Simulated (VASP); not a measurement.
Input:

```xyz
1
Lattice="-1.7146 1.7146 1.7146 1.7146 -1.7146 1.7146 1.7146 1.7146 -1.7146" Properties=species:S:1:pos:R:3 pbc="T T T"
Li     0.0000     0.0000     0.0000
```

The numbers are results of PBE GGA, VASP's PBE PAW potentials (set 64) (plane waves; VASP), not measurements. Run with PREC = Normal, EDIFF = 1E-5, 450 eV cut-off, 17×17×17 Γ-centred mesh, first-order Methfessel-Paxton smearing of 0.10 eV, potentials Li_sv.

At this cut-off the stress carries a Pulay error, which pulls relaxed volumes low.

Task: What does the run give for the energy per atom (σ→0), pressure, band gap (on the k-mesh) with the smallest direct gap where there is one?

Result: 
```json
{
 "band gap (on the k-mesh)": "none (metal, semimetal or under 0.01 eV)",
 "energy per atom (σ→0)": "-1.903 eV/atom",
 "pressure": "-1.18 GPa"
}
```

The absolute energy has meaning only against runs of the same code, potentials and settings.

The compound is Li in the bcc structure. It was relaxed first, which changed the volume by -5 %.
